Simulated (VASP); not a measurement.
Output of a VASP run:

**OSZICAR**
```
...
   7 F= -.22437251E+02 E0= -.22437251E+02  d E =-.533825E-02
       N       E                     dE             d eps       ncg     rms          rms(c)
DAV:   1    -0.223948195723E+02    0.42425E-01   -0.17054E+01   456   0.175E+01    0.884E-01
DAV:   2    -0.224379026244E+02   -0.43083E-01   -0.48630E-01   492   0.375E+00    0.372E-01
DAV:   3    -0.224392743647E+02   -0.13717E-02   -0.23037E-02   676   0.519E-01    0.271E-01
DAV:   4    -0.224391865118E+02    0.87853E-04   -0.65709E-04   520   0.139E-01    0.165E-01
DAV:   5    -0.224392455579E+02   -0.59046E-04   -0.77408E-04   504   0.149E-01    0.498E-02
DAV:   6    -0.224393037257E+02   -0.58168E-04   -0.17629E-04   624   0.607E-02    0.217E-02
DAV:   7    -0.224393302358E+02   -0.26510E-04   -0.10721E-05   340   0.155E-02    0.144E-02
DAV:   8    -0.224393572671E+02   -0.27031E-04   -0.10794E-05   348   0.140E-02    0.799E-03
DAV:   9    -0.224393675399E+02   -0.10273E-04   -0.34925E-06   336   0.711E-03    0.397E-03
DAV:  10    -0.224393817688E+02   -0.14229E-04   -0.37757E-06   320   0.671E-03    0.253E-03
DAV:  11    -0.224393862234E+02   -0.44546E-05   -0.18401E-06   336   0.455E-03
   8 F= -.22439386E+02 E0= -.22439386E+02  d E =-.747389E-02
       N       E                     dE             d eps       ncg     rms          rms(c)
DAV:   1    -0.224382020628E+02    0.11797E-02   -0.10165E+00   456   0.380E+00    0.218E-01
DAV:   2    -0.224407921411E+02   -0.25901E-02   -0.29217E-02   528   0.824E-01    0.853E-02
DAV:   3    -0.224408622652E+02   -0.70124E-04   -0.12618E-03   714   0.113E-01    0.630E-02
DAV:   4    -0.224408575519E+02    0.47133E-05   -0.34326E-05   470   0.277E-02
   9 F= -.22440858E+02 E0= -.22440858E+02  d E =-.147133E-02
       N       E                     dE             d eps       ncg     rms          rms(c)
DAV:   1    -0.224191878178E+02    0.21674E-01   -0.91290E+00   456   0.114E+01    0.652E-01
DAV:   2    -0.224422998232E+02   -0.23112E-01   -0.25948E-01   522   0.247E+00    0.255E-01
DAV:   3    -0.224430362772E+02   -0.73645E-03   -0.10835E-02   708   0.334E-01    0.189E-01
DAV:   4    -0.224430509123E+02   -0.14635E-04   -0.33439E-04   558   0.847E-02    0.118E-01
DAV:   5    -0.224432573279E+02   -0.20642E-03   -0.53927E-04   468   0.108E-01    0.320E-02
DAV:   6    -0.224433314744E+02   -0.74147E-04   -0.10410E-04   528   0.411E-02    0.231E-02
DAV:   7    -0.224434044396E+02   -0.72965E-04   -0.15187E-05   332   0.184E-02    0.190E-02
DAV:   8    -0.224434666198E+02   -0.62180E-04   -0.12786E-05   350   0.145E-02    0.116E-02
DAV:   9    -0.224435609261E+02   -0.94306E-04   -0.20941E-05   376   0.120E-02    0.277E-03
DAV:  10    -0.224436010214E+02   -0.40095E-04   -0.78392E-06   362   0.783E-03    0.452E-03
DAV:  11    -0.224436175199E+02   -0.16499E-04   -0.27059E-06   330   0.432E-03    0.277E-03
DAV:  12    -0.224436257592E+02   -0.82393E-05   -0.13591E-06   324   0.306E-03
  10 F= -.22443626E+02 E0= -.22443626E+02  d E =-.423954E-02
       N       E                     dE             d eps       ncg     rms          rms(c)
DAV:   1    -0.224379423490E+02    0.56752E-02   -0.22361E+00   456   0.564E+00    0.323E-01
DAV:   2    -0.224436577669E+02   -0.57154E-02   -0.64204E-02   522   0.122E+00    0.126E-01
DAV:   3    -0.224438206642E+02   -0.16290E-03   -0.27570E-03   700   0.167E-01    0.932E-02
DAV:   4    -0.224438144443E+02    0.62199E-05   -0.79510E-05   572   0.415E-02
  11 F= -.22443814E+02 E0= -.22443814E+02  d E =-.442822E-02
```

**OUTCAR**
```
------------------------ aborting loop because EDIFF is reached ----------------------------------------
  FORCE on cell =-STRESS in cart. coord.  units (eV):
  Direction    XX          YY          ZZ          XY          YZ          ZX
  --------------------------------------------------------------------------------------
  Total        0.9757434     -2.0160408      0.0818106      0.0000000      0.0000000      0.0000000
  in kB        1.8078255     -3.7352547      0.1515760      0.0000000      0.0000000      0.0000000
  external PRESSURE =      -0.5919511 kB  Pullay stress =       0.0000000 kB
  volume of cell :      864.75
      direct lattice vectors                 reciprocal lattice vectors
     4.963504784  0.000000000  0.000000000     0.201470542  0.000000000  0.000000000
     0.000000000  7.019455702  0.000000000     0.000000000  0.142461188  0.000000000
     0.000000000  0.000000000 24.819772725     0.000000000  0.000000000  0.040290458
 POSITION                                       TOTAL-FORCE (eV/Angst)
 -----------------------------------------------------------------------------------
      0.00000      0.00000      8.90331         0.000000      0.000000      0.000343
      2.48175      3.50973     11.03005         0.000000      0.000000      0.022496
      0.00000      0.00000     13.78972         0.000000      0.000000     -0.022496
      2.48175      3.50973     15.91646         0.000000      0.000000     -0.000343
      2.48175      0.00000     11.23175         0.000000      0.000000     -0.010210
      0.00000      3.50973      8.67639         0.000000      0.000000     -0.024429
      2.48175      0.00000     16.14339         0.000000      0.000000      0.024429
      0.00000      3.50973     13.58802         0.000000      0.000000      0.010210
 -----------------------------------------------------------------------------------
    total drift:                                0.000000     -0.000000      0.000000
  FREE ENERGIE OF THE ION-ELECTRON SYSTEM (eV)
  ---------------------------------------------------
  free  energy   TOTEN  =       -22.4438144443 eV

  energy  without entropy=      -22.4438144443  energy(sigma->0) =      -22.44381444

 reached required accuracy - stopping structural energy minimisation
```
(Selected blocks of OUTCAR.)

File POSCAR:
```
KI(110) slab
1
    4.9635047836     0.0000000000     0.0000000000
    0.0000000000     7.0194557018    -0.0000000000
   -0.0000000000    -0.0000000000    24.8197727252
K I
4 4
Direct
  0.0000000000   0.0000000000   0.3500140000
  0.5000000000   0.5000000000   0.4500050000
  0.0000000000   0.0000000000   0.5499950000
  0.5000000000   0.5000000000   0.6499860000
  0.5000000000   0.0000000000   0.4500050000
  0.0000000000   0.5000000000   0.3500140000
  0.5000000000   0.0000000000   0.6499860000
  0.0000000000   0.5000000000   0.5499950000
```

### Question
Write an INCAR and KPOINTS that could have produced this output.

### Answer
Several could match; the one computed here: the input of the run itself, PBEsol GGA, plane waves, VASP's PBE PAW potentials (set 64).

### INCAR
```
SYSTEM = KI(110) slab
PREC = Normal
ENCUT = 400
EDIFF = 1E-5
NELM = 100
ALGO = Normal
LREAL = .FALSE.
LASPH = .TRUE.
ISMEAR = 0
SIGMA = 0.05
GGA = PS
LMAXMIX = 4
LWAVE = .TRUE.
LCHARG = .FALSE.
NELMIN = 4
LDIPOL = .TRUE.
IDIPOL = 3
DIPOL = 0.5 0.5 0.5
IBRION = 2
ISIF = 2
NSW = 50
EDIFFG = -0.03
```

KPOINTS:
```
Automatic mesh
0
Gamma
4 3 1
0 0 0
```

POTCAR, in this order: K_sv I (PBE.64 set). Program: vasp_std.

The cell is a thin slab with vacuum, built from KI (rock salt): (110) face.
